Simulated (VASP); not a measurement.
Here is the system:

```yaml
crystal:
  lattice:
    - [3.19092, 0.00000, 0.00000]
    - [-1.59546, 2.76342, 0.00000]
    - [0.00000, 0.00000, 5.09143]
  atoms:
    - { symbol: Mg, position: [0.66667, 0.33333, 0.75000] }
    - { symbol: Mg, position: [0.33333, 0.66667, 0.25000] }
```

Level of theory: PBEsol GGA, VASP's PBE PAW potentials (set 64) (plane waves; VASP). Numerical set-up: 480 eV cut-off, 12×12×7 Γ-centred mesh, first-order Methfessel-Paxton smearing of 0.10 eV, potentials Mg.

Q: Estimate the energy per atom (σ→0), band gap (on the k-mesh) with the smallest direct gap where there is one.

A: 
```
Property                                                    Result
------------------------  ----------------------------------------
band gap (on the k-mesh)  none (metal, semimetal or under 0.01 eV)
energy per atom (σ→0)                               -1.725 eV/atom
```

The compound is Mg in the hcp structure. It was relaxed first. The start is the result of an earlier pass.
